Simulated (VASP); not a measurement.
OSZICAR of a VASP run on MgO (rock salt):

File OSZICAR:
```
       N       E                     dE             d eps       ncg     rms          rms(c)
DAV:   1    -0.130444781156E+01   -0.13044E+01   -0.49042E+03  1424   0.883E+02
DAV:   2    -0.244109260767E+02   -0.23106E+02   -0.22988E+02  1344   0.142E+02
DAV:   3    -0.247107783505E+02   -0.29985E+00   -0.29985E+00  1584   0.172E+01
DAV:   4    -0.247112025015E+02   -0.42415E-03   -0.42415E-03  1488   0.552E-01
DAV:   5    -0.247112026942E+02   -0.19262E-06   -0.19262E-06  1640   0.958E-03    0.704E+00
DAV:   6    -0.160498039016E+02    0.86614E+01   -0.11349E+01  1152   0.265E+01    0.207E+00
DAV:   7    -0.186190500174E+02   -0.25692E+01   -0.73930E-01  1168   0.140E+01    0.170E+00
DAV:   8    -0.145930806512E+02    0.40260E+01   -0.26787E+00  1152   0.119E+01    0.230E+00
DAV:   9    -0.178899728294E+02   -0.32969E+01   -0.75505E+00  1152   0.220E+01    0.280E+00
DAV:  10    -0.178713905595E+02    0.18582E-01   -0.74697E-01  1152   0.801E+00    0.871E-01
DAV:  11    -0.178856587311E+02   -0.14268E-01   -0.10787E-02  1168   0.116E+00    0.676E-01
DAV:  12    -0.178773425171E+02    0.83162E-02   -0.53666E-02  1152   0.281E+00    0.573E-01
DAV:  13    -0.178908076933E+02   -0.13465E-01   -0.32693E-02  1168   0.182E+00    0.120E-01
DAV:  14    -0.178913313863E+02   -0.52369E-03   -0.48824E-03  1184   0.737E-01    0.384E-02
DAV:  15    -0.178912732326E+02    0.58154E-04   -0.31334E-04  1168   0.222E-01    0.243E-02
DAV:  16    -0.178913216852E+02   -0.48453E-04   -0.78370E-05  1152   0.121E-01    0.197E-02
DAV:  17    -0.178913873517E+02   -0.65667E-04   -0.23088E-05  1328   0.629E-02    0.111E-02
DAV:  18    -0.178913838602E+02    0.34915E-05   -0.71614E-06  1152   0.286E-02    0.611E-03
DAV:  19    -0.178913922666E+02   -0.84064E-05   -0.33889E-06  1296   0.167E-02    0.217E-03
DAV:  20    -0.178913921039E+02    0.16264E-06   -0.78995E-07  1184   0.125E-02    0.710E-04
DAV:  21    -0.178913960073E+02   -0.39034E-05   -0.11781E-07  1200   0.466E-03    0.358E-04
DAV:  22    -0.178913947765E+02    0.12308E-05   -0.30844E-08  1128   0.242E-03    0.520E-05
DAV:  23    -0.178913958645E+02   -0.10880E-05   -0.55126E-09   624   0.114E-03    0.386E-05
DAV:  24    -0.178913955024E+02    0.36215E-06   -0.14686E-09   600   0.469E-04    0.704E-06
DAV:  25    -0.178913955749E+02   -0.72554E-07   -0.54099E-11   624   0.953E-05
   1 F= -.17891396E+02 E0= -.17891396E+02  d E =0.000000E+00
       N       E                     dE             ncg
```

Task: Which electronic solver shows in the log?

Result: It is blocked Davidson (ALGO = Normal, or the opening steps of other solvers). The INCAR had ALGO = Normal.

Task: Can the final energy be trusted as converged?

Result: The run converged. It stopped with EDIFF = 1E-7, NELM = 100 (MS2 meta-GGA, plane waves, VASP's PBE PAW potentials (set 64)).

The compound is MgO in the rock salt structure. It was relaxed first.
